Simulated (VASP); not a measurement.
**CdHClO: single point with PBE**

Crystal: CdHClO.

```xyz
8
Lattice="5.2309 -0.0589 0.4601 -0.1998 4.6047 0.2827 -0.2242 -0.6973 5.0192" Properties=species:S:1:pos:R:3 pbc="T T T"
Cd    0.9832    0.8162    1.7473
Cd    4.5656    2.4164    5.5648
O     3.4779    0.6082    0.6803
O    -0.1666    3.0479    2.5625
Cl    3.2918    0.8375    3.5124
Cl    1.8923    3.0982    3.7198
H     4.0377    4.1646    2.5996
H     2.8147    4.5076    0.4302
```

The cell was built by a generator and needn't be a form met in nature.

```json
{
 "Program": "VASP 6.6.1",
 "Task": "single point",
 "Functional": "PBE",
 "Potentials or basis": "VASP PAW PBE potentials, release 64 (Cd, O, Cl, H)",
 "Cutoff": "520 eV",
 "k mesh": "3 × 3 × 3",
 "Occupations": "gaussian, width 0.1 eV",
 "Spin": "no spin polarisation"
}
```

- Pressure: 1.2 GPa
- Largest force: 4.269 eV/Å
- Band gap on the k mesh: none (metal or under the smearing width)

Forces on the atoms (eV/Å):
```
Cd   0.439  0.058  0.718
Cd  -0.062 -0.083 -0.434
O   -0.027 -1.100  1.694
O   -1.939  2.297 -3.032
Cl   1.812  0.140 -1.187
Cl  -0.782 -0.513  1.319
H    0.596 -1.247  1.163
H   -0.036  0.448 -0.242
```

Stress tensor (GPa, compression positive):
```
 1.54  3.51  3.40
 3.51  1.23 -0.24
 3.40 -0.24  0.73
```

Levels at points of the mesh, in eV from the Fermi level:
```
           k point  band 22  band 23  band 24  band 25  band 26  band 27  band 28  band 29  band 30  band 31
(0.00, 0.00, 0.00)    -2.65    -2.16    -1.42    -0.85    -0.39    -0.04     1.96     3.03     4.53     4.92
```

It took 56 s on 1 thread of Intel(R) Xeon(R) Platinum 8259CL CPU @ 2.50GHz (Skylake/Cascade Lake) (shared host), peak memory 0.26 GiB.

Caveat: the k mesh is coarse (spacing up to 0.46 Å⁻¹), so the values aren't converged.
